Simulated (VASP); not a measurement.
Level of theory: PBEsol GGA, VASP's PBE PAW potentials (set 64) (plane waves; VASP).

VASP input:

### KPOINTS
```
K-points
0
gamma
  3 3 6
```

**INCAR**
```
# general
SYSTEM  = Ga4P3Sb
PREC    = Accurate
ENCUT   = 400   # plane-wave cut-off (eV)
LREAL   = .FALSE.   # projection in real space or not
LASPH   = .TRUE.   # aspherical one-centre terms

# electronic loop
EDIFF   = 1E-6
NELM    = 100
ALGO    = Normal   # blocked Davidson
LMAXMIX = 4

# smearing
ISMEAR  = 0
SIGMA   = 0.05

# functional
GGA     = PS   # PBEsol

# ions
IBRION  = 2
NSW     = 60
ISIF    = 3   # ions, shape and volume
EDIFFG  = -0.02

# output
LWAVE   = .FALSE.
LCHARG  = .FALSE.
```

**POSCAR**
```
Ga4P3Sb
1.0
  0.0018986479   5.6101149628   5.5929161765
  5.6101149628   0.0018986479   5.5929161765
  2.8060068054   2.8060068054   0.0000000000
Ga Sb P
4 1 3
Cartesian
  5.6120136110   5.6120136110  11.0223193568
  5.6929740215   8.3370600059   8.4637212983
  8.3370600059   5.6929740215   8.4637212983
  5.6120136107   5.6120136107   5.6029152670
  1.4030034030   1.4030034030   1.4046536918
  4.2102803601   1.4017332506   4.1914738628
  1.4017332506   4.2102803601   4.1914738628
  4.2090102080   4.2090102080   6.9959669520
```

POTCAR, in this order: Ga_d Sb P (PBE.64 set). Program: vasp_std.

The run wrote:

### OSZICAR
```
       N       E                     dE             d eps       ncg     rms          rms(c)
DAV:   1     0.548189414815E+03    0.54819E+03   -0.28707E+04  1430   0.205E+03
DAV:   2     0.465627620447E+02   -0.50163E+03   -0.49027E+03  1515   0.511E+02
DAV:   3    -0.331651689198E+02   -0.79728E+02   -0.77826E+02  1551   0.159E+02
DAV:   4    -0.381462779515E+02   -0.49811E+01   -0.49457E+01  1751   0.402E+01
DAV:   5    -0.382957912433E+02   -0.14951E+00   -0.14931E+00  1983   0.665E+00    0.784E+00
DAV:   6    -0.374495701687E+02    0.84622E+00   -0.16217E+00  1917   0.157E+01    0.481E+00
DAV:   7    -0.373158661065E+02    0.13370E+00   -0.81973E-01  1668   0.526E+00    0.155E+00
DAV:   8    -0.373094200269E+02    0.64461E-02   -0.18413E-01  1817   0.443E+00    0.401E-01
DAV:   9    -0.373093996842E+02    0.20343E-04   -0.21264E-02  1882   0.178E+00    0.142E-01
DAV:  10    -0.373095702715E+02   -0.17059E-03   -0.32987E-03  1578   0.472E-01    0.910E-02
DAV:  11    -0.373097504170E+02   -0.18015E-03   -0.62839E-04  2002   0.134E-01    0.318E-02
DAV:  12    -0.373097539659E+02   -0.35489E-05   -0.98830E-05  1696   0.938E-02    0.181E-02
DAV:  13    -0.373097649445E+02   -0.10979E-04   -0.18173E-05  1372   0.276E-02    0.468E-03
DAV:  14    -0.373097649675E+02   -0.23007E-07   -0.26540E-06  1238   0.157E-02
   1 F= -.37309765E+02 E0= -.37309496E+02  d E =-.373098E+02
       N       E                     dE             d eps       ncg     rms          rms(c)
DAV:   1    -0.373145735750E+02   -0.48086E-02   -0.10408E-01  1832   0.263E+00    0.418E-01
DAV:   2    -0.373118893725E+02    0.26842E-02   -0.13548E-02  1692   0.136E+00    0.213E-01
DAV:   3    -0.373107080126E+02    0.11814E-02   -0.20858E-03  2065   0.354E-01    0.604E-02
DAV:   4    -0.373106697065E+02    0.38306E-04   -0.54541E-04  1523   0.158E-01    0.162E-02
DAV:   5    -0.373106653988E+02    0.43077E-05   -0.40874E-05  1792   0.517E-02    0.722E-03
DAV:   6    -0.373106644713E+02    0.92753E-06   -0.63130E-06  1586   0.223E-02
   2 F= -.37310664E+02 E0= -.37310304E+02  d E =-.899504E-03
       N       E                     dE             d eps       ncg     rms          rms(c)
DAV:   1    -0.373110355231E+02   -0.37012E-03   -0.80282E-03  1832   0.725E-01    0.116E-01
DAV:   2    -0.373108282570E+02    0.20727E-03   -0.10488E-03  1690   0.383E-01    0.592E-02
DAV:   3    -0.373107364297E+02    0.91827E-04   -0.16050E-04  1959   0.989E-02    0.169E-02
DAV:   4    -0.373107333752E+02    0.30546E-05   -0.47361E-05  1528   0.471E-02    0.461E-03
DAV:   5    -0.373107328699E+02    0.50526E-06   -0.33430E-06  1384   0.168E-02
   3 F= -.37310733E+02 E0= -.37310348E+02  d E =-.967902E-03
       N       E                     dE             d eps       ncg     rms          rms(c)
DAV:   1    -0.373129270598E+02   -0.21937E-02   -0.90306E-02  1880   0.218E+00    0.311E-01
DAV:   2    -0.373116145781E+02    0.13125E-02   -0.75787E-03  1654   0.976E-01    0.161E-01
DAV:   3    -0.373110593356E+02    0.55524E-03   -0.11260E-03  2155   0.264E-01    0.390E-02
DAV:   4    -0.373110397493E+02    0.19586E-04   -0.19763E-04  1474   0.111E-01    0.105E-02
DAV:   5    -0.373110392939E+02    0.45538E-06   -0.16624E-05  1733   0.376E-02    0.472E-03
DAV:   6    -0.373110393424E+02   -0.48436E-07   -0.17298E-06   957   0.166E-02
   4 F= -.37311039E+02 E0= -.37310604E+02  d E =-.306472E-03
```

File OUTCAR:
```
------------------------ aborting loop because EDIFF is reached ----------------------------------------
  FORCE on cell =-STRESS in cart. coord.  units (eV):
  Direction    XX          YY          ZZ          XY          YZ          ZX
  --------------------------------------------------------------------------------------
  Total        0.0457075      0.0457075      0.0695098      0.0105125     -0.0000000     -0.0000000
  in kB        0.4156090      0.4156090      0.6320381      0.0955879     -0.0000000     -0.0000000
  external PRESSURE =       0.4877520 kB  Pullay stress =       0.0000000 kB
  volume of cell :      176.20
      direct lattice vectors                 reciprocal lattice vectors
    -0.007790110  5.603025282  5.612664142    -0.089113607  0.089113607  0.089084254
     5.603025282 -0.007790110  5.612664142     0.089113607 -0.089113607  0.089084254
     2.797617586  2.797617586 -0.000000000     0.178723498  0.178723498 -0.178168509
 POSITION                                       TOTAL-FORCE (eV/Angst)
 -----------------------------------------------------------------------------------
      5.59524      5.59524     11.05865         0.000000      0.000000     -0.019746
      5.67180      8.31629      8.49063         0.003295     -0.003295      0.003168
      8.31629      5.67180      8.49063        -0.003295      0.003295      0.003168
      5.59524      5.59524      5.62624         0.000000      0.000000     -0.001087
      1.39881      1.39881      1.41392         0.000000      0.000000     -0.012734
      4.20043      1.39480      4.20628         0.001254     -0.001254      0.007914
      1.39480      4.20043      4.20628        -0.001254      0.001254      0.007914
      4.19643      4.19643      7.02133        -0.000000     -0.000000      0.011404
 -----------------------------------------------------------------------------------
    total drift:                                0.000030      0.000030      0.000313
  FREE ENERGIE OF THE ION-ELECTRON SYSTEM (eV)
  ---------------------------------------------------
  free  energy   TOTEN  =       -37.3110393424 eV

  energy  without entropy=      -37.3101681001  energy(sigma->0) =      -37.31060372

 reached required accuracy - stopping structural energy minimisation
```
(Selected blocks of OUTCAR.)

### CONTCAR
```
Ga4P3Sb
   1.00000000000000
    -0.0077901102585076    5.6030252816912354    5.6126641422163486
     5.6030252816912354   -0.0077901102585076    5.6126641422163486
     2.7976175857663903    2.7976175857663903   -0.0000000000001770
  Ga              Sb              P
     4     1     3
Direct
     0.9851514560378232    0.9851514560378232    0.0296970880243553
     0.9920422004574433    0.5207213051043911    0.9872364945381673
     0.5207213051043911    0.9920422004574433    0.9872364945381673
     0.5012097684431244    0.5012097684431244    0.9975804631137515
     0.1259581088247870    0.1259581088247870    0.2480837824504207
     0.1246936237296223    0.6247338561000497    0.2505725201703350
     0.6247338561000497    0.1246936237296223    0.2505725201703350
     0.6254896814027679    0.6254896814027679    0.2490206371944641
```

The structure was generated: Ga4P3Sb was put into an ordered model structure (Amm2), which need not be its known phase. This run relaxes it. Symmetry was kept, so distortions that lower it aren't found. The start is the result of an earlier pass.
